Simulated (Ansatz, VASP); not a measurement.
# Ir (linear Ir chain, spacing 2.823 A): VASP beside Ansatz

Aim: how closely do two programs agree when they are given the same cell, functional and k mesh? Valence electrons are named where the data sets of a main pair hold unlike numbers.

Calculated with Ansatz 0.2.0; plane waves, with VASP 6.6.1 beside it; single point at r2SCAN.

## 1. The starting structure

The cell holds 2 atoms: 2 Ir. Its edges and angles: a = 12.000 Å, b = 12.000 Å, c = 5.646 Å, α = 90.0°, β = 90.0°, γ = 90.0°. It derives from Ir (linear Ir chain, spacing 2.823 A), repeated 1×1×2. As first built, before any earlier steps moved the atoms (in the runner's words): model lattice. Vacuum lies along a and b. The structure's axis is c.

As a file:

```cif
data_structure
_symmetry_space_group_name_H-M 'P 1'
_symmetry_Int_Tables_number 1
_cell_length_a 12.0000
_cell_length_b 12.0000
_cell_length_c 5.6460
_cell_angle_alpha 90.000
_cell_angle_beta 90.000
_cell_angle_gamma 90.000
_cell_volume 813.02
loop_
_atom_site_label
_atom_site_type_symbol
_atom_site_fract_x
_atom_site_fract_y
_atom_site_fract_z
_atom_site_occupancy
Ir1 Ir 0.50000 0.50000 0.00000 1
Ir2 Ir 0.50000 0.50000 0.50000 1
```

## 2. VASP: single point, r2SCAN

A single point gives forces, pressure and levels at one fixed geometry, so differences don't come from the geometry; what else differs is listed under the comparison.

Lines of VASP's logs that name or quote its potential files are left out, and so is its time.

INCAR reads:

```
SYSTEM = Ir
PREC = Normal
ENCUT = 350
EDIFF = 1E-06
NELM = 150
ISMEAR = 0
SIGMA = 0.1
LREAL = .FALSE.
ALGO = Normal
METAGGA = R2SCAN
LASPH = .TRUE.
NBANDS = 16
ISPIN = 2
MAGMOM = 0.6 -0.6
LMAXMIX = 4
LORBIT = 11
LWAVE = .FALSE.
LCHARG = .TRUE.
NCORE = 2
AMIX = 0.2
BMIX = 1E-04
AMIX_MAG = 0.8
BMIX_MAG = 1E-04
```

POSCAR reads:

```
Ir
1.0
   12.0000000000      0.0000000000      0.0000000000
    0.0000000000     12.0000000000      0.0000000000
    0.0000000000      0.0000000000      5.6460000000
Ir
2
Direct
    0.5000000000      0.5000000000      0.0000000000
    0.5000000000      0.5000000000      0.5000000000
```

KPOINTS reads:

```
Automatic mesh
0
Gamma
1 1 7
0 0 0
```

Potentials, in the order of the species: Ir (PBE family, release 64).

Started as:

```
mpirun -np 2 vasp_std
```

Numbers of over 12 decimals in the logs are rounded to 6 here.

The program printed:

```text
[banner, memory and clock lines left out]
running    2 mpi-ranks, on    1 nodes
 distrk:  each k-point on    2 cores,    1 groups
 distr:  one band on    2 cores,    1 groups

 POSCAR found type information on POSCAR Ir
 POSCAR found :  1 types and       2 ions
|                                                                             |
|               ----> ADVICE to this user running VASP <----                  |
|                                                                             |
|     You enforced a specific xc type in the INCAR file but a different       |
|     [... a line on the potential file left out ...]
|     I HOPE YOU KNOW WHAT YOU ARE DOING!                                     |
|                                                                             |

 LDA part: xc-table for (None), standard interpolation
 POSCAR, INCAR and KPOINTS ok, starting setup
 FFT: planning ... GRIDC
 FFT: planning ... GRID_SOFT
 FFT: planning ... GRID
 WAVECAR not read
 entering main loop
       N       E                     dE             d eps       ncg     rms          rms(c)
DAV:   1     0.136271546739E+02    0.13627E+02   -0.32456E+03   256   0.498E+02
DAV:   2    -0.784111008720E+02   -0.92038E+02   -0.84854E+02   504   0.830E+01
DAV:   3    -0.985065737490E+02   -0.20095E+02   -0.18651E+02   344   0.625E+01
DAV:   4    -0.989976352899E+02   -0.49106E+00   -0.48259E+00   272   0.178E+01
DAV:   5    -0.990107611543E+02   -0.13126E-01   -0.13117E-01   328   0.185E+00    0.582E+00
DAV:   6    -0.928523440451E+02    0.61584E+01   -0.45744E+00   288   0.170E+01    0.471E+00
DAV:   7    -0.929384788423E+02   -0.86135E-01   -0.16168E-01   256   0.188E+00    0.396E+00
DAV:   8    -0.931179684175E+02   -0.17949E+00   -0.14453E-01   256   0.190E+00    0.331E+00
DAV:   9    -0.933668463096E+02   -0.24888E+00   -0.58571E-01   304   0.496E+00    0.456E+00
DAV:  10    -0.933252424035E+02    0.41604E-01   -0.85052E-02   256   0.243E+00    0.408E+00
DAV:  11    -0.933420028491E+02   -0.16760E-01   -0.71194E-03   256   0.641E-01    0.435E+00
DAV:  12    -0.933816443649E+02   -0.39642E-01   -0.24020E+00   256   0.159E+00    0.432E+00
DAV:  13    -0.934378532176E+02   -0.56209E-01   -0.41429E-02   256   0.179E+00    0.478E+00
DAV:  14    -0.934712587896E+02   -0.33406E-01   -0.94252E-03   256   0.867E-01    0.498E+00
[...]
DAV:  85    -0.933869317855E+02   -0.51419E-04   -0.68163E-06   256   0.329E-02    0.111E-03
DAV:  86    -0.933868629170E+02    0.68868E-04   -0.39933E-06   256   0.247E-02    0.851E-04
DAV:  87    -0.933868365612E+02    0.26356E-04   -0.49352E-06   256   0.272E-02    0.826E-04
DAV:  88    -0.933870599839E+02   -0.22342E-03   -0.20802E-05   256   0.504E-02    0.131E-03
DAV:  89    -0.933868877466E+02    0.17224E-03   -0.93556E-06   256   0.366E-02    0.730E-04
DAV:  90    -0.933869157272E+02   -0.27981E-04   -0.29654E-06   256   0.203E-02    0.807E-04
DAV:  91    -0.933869300083E+02   -0.14281E-04   -0.38166E-06   256   0.226E-02    0.693E-04
DAV:  92    -0.933869308277E+02   -0.81942E-06   -0.36354E-06   256   0.233E-02
   1 F= -.93386931E+02 E0= -.93322914E+02  d E =-.128034E+00  mag=     0.0000
```

Parts of OUTCAR (step 2):

```text
ion  position               nearest neighbor table
   1  0.500  0.500  0.000-   2 2.82   2 2.82
   2  0.500  0.500  0.500-   1 2.82   1 2.82

  LATTYP: Found a simple tetragonal cell.
 ALAT       =    12.0000000000
 C/A-ratio  =     0.4705000000

 Subroutine GETGRP returns: Found 16 space group operations
 (whereof 16 operations were pure point group operations)

The static configuration has the point symmetry D_4h.

 Found      4 irreducible k-points:

   k-points           NKPTS =      4   k-points in BZ     NKDIM =      4   number of bands    NBANDS=     16

   dimension x,y,z NGX =    56 NGY =   56 NGZ =   28
   dimension x,y,z NGXF=   112 NGYF=  112 NGZF=   56

   ENCUT  =  350.0 eV  25.72 Ry    5.07 a.u.  18.31 18.31  8.61*2*pi/ulx,y,z

   NELECT =      18.0000    total number of electrons

 k-points in reciprocal lattice and weights: Automatic mesh
   0.00000000  0.00000000  0.00000000       0.143
   0.00000000  0.00000000  0.14285714       0.286
   0.00000000  0.00000000  0.28571429       0.286
   0.00000000  0.00000000  0.42857143       0.286

 average (electrostatic) potential at core
       1 -66.8411       2 -66.8411

 E-fermi :  -4.3596

 spin component 1
 k-point     1 :       0.0000    0.0000    0.0000
  band No.  band energies     occupation
    ...
      2      -6.8297      1.00000
      3      -6.8297      1.00000
      4      -6.6124      1.00000
      5      -6.4969      1.00000
      6      -6.4964      1.00000
      7      -4.3435      0.41013
      8      -4.3435      0.40982
      9      -4.2443      0.05149
     10      -4.2443      0.05149
     11      -3.8029      0.00000
    ...

 k-point     2 :       0.0000    0.0000    0.1429
  band No.  band energies     occupation
    ...
      4      -6.5946      1.00000
      5      -6.4924      1.00000
      6      -6.4919      1.00000
      7      -4.4543      0.90967
      8      -4.4543      0.90967
      9      -4.3508      0.45055
     10      -4.3508      0.45019
     11      -3.8389      0.00000
     12      -2.2643      0.00000
     13      -1.2270      0.00000
    ...

 k-point     3 :       0.0000    0.0000    0.2857
  band No.  band energies     occupation
    ...
      6      -6.4817      1.00000
      7      -4.9321      1.00000
      8      -4.9321      1.00000
      9      -4.3673      0.54306
     10      -4.3672      0.54280
     11      -3.9753      0.00000
     12      -3.9188      0.00000
     13      -0.7065      0.00000
     14      -0.7065      0.00000
     15       0.8486      0.00000
    ...

 k-point     4 :       0.0000    0.0000    0.4286
  band No.  band energies     occupation
    ...
      7      -5.4870      1.00000
      8      -5.4332      1.00000
      9      -5.4332      1.00000
     10      -4.3806      0.61644
     11      -4.3805      0.61617
     12      -3.9870      0.00000
     13      -0.0654      0.00000
     14      -0.0654      0.00000
     15       0.9432      0.00000
     16       0.9432      0.00000
    ...

 spin component 2
 k-point     1 :       0.0000    0.0000    0.0000
  band No.  band energies     occupation
    ...
      2      -6.8297      1.00000
      3      -6.8297      1.00000
      4      -6.6124      1.00000
      5      -6.4969      1.00000
      6      -6.4964      1.00000
      7      -4.3435      0.41013
      8      -4.3435      0.40982
      9      -4.2443      0.05149
     10      -4.2443      0.05149
     11      -3.8029      0.00000
    ...

 k-point     4 :       0.0000    0.0000    0.4286
  band No.  band energies     occupation
    ...
      7      -5.4870      1.00000
      8      -5.4332      1.00000
      9      -5.4332      1.00000
     10      -4.3806      0.61644
     11      -4.3805      0.61617
     12      -3.9870      0.00000
     13      -0.0654      0.00000
     14      -0.0654      0.00000
     15       0.9432      0.00000
     16       0.9432      0.00000

  Total       -0.0510226     -0.0510226    -11.7841255     -0.0000000      0.0000000      0.0000000
  in kB       -0.1005471     -0.1005471    -23.2222650     -0.0000000      0.0000000      0.0000000
  external PRESSURE =      -7.8077864 kB  Pullay stress =       0.0000000 kB

  energy-cutoff  :      350.00
  volume of cell :      813.02
      direct lattice vectors                 reciprocal lattice vectors
    12.000000000  0.000000000  0.000000000     0.083333333  0.000000000  0.000000000
     0.000000000 12.000000000  0.000000000     0.000000000  0.083333333  0.000000000
     0.000000000  0.000000000  5.646000000     0.000000000  0.000000000  0.177116543

 POSITION                                       TOTAL-FORCE (eV/Angst)
 -----------------------------------------------------------------------------------
      6.00000      6.00000      0.00000         0.000000      0.000000      0.000000
      6.00000      6.00000      2.82300        -0.000000     -0.000000     -0.000000
 -----------------------------------------------------------------------------------
    total drift:                                0.000000     -0.000000      0.000000

  FREE ENERGIE OF THE ION-ELECTRON SYSTEM (eV)
  ---------------------------------------------------
  free  energy   TOTEN  =       -93.3869308277 eV

  energy  without entropy=      -93.2588968002  energy(sigma->0) =      -93.32291381

 total charge
# of ion       s       p       d       tot
------------------------------------------
    1        0.602   0.103   6.842   7.547
    2        0.602   0.103   6.842   7.547
--------------------------------------------------
tot          1.203   0.206  13.684  15.093

 magnetization (x)
# of ion       s       p       d       tot
------------------------------------------
    1        0.213   0.009   1.547   1.768
    2       -0.213  -0.009  -1.547  -1.768
--------------------------------------------------
tot          0.000   0.000  -0.000  -0.000
```

SCAN-type functionals tend to overstate the moments of itinerant magnets.

(Part 1 of 2 ends here.)

[Lines on the potential files, build, host, timing and source positions are cut from VASP's logs without a mark.]

[Logs are printed without paths, hosts, clocks, repeated set-up lines and the standing remarks that a program may print on its own settings, such as how far it seeks lower states.]

[Hosts, paths, dates, database ids (printed as entryN), source tags and the programs' standing remarks are cut or masked in the printed files.]
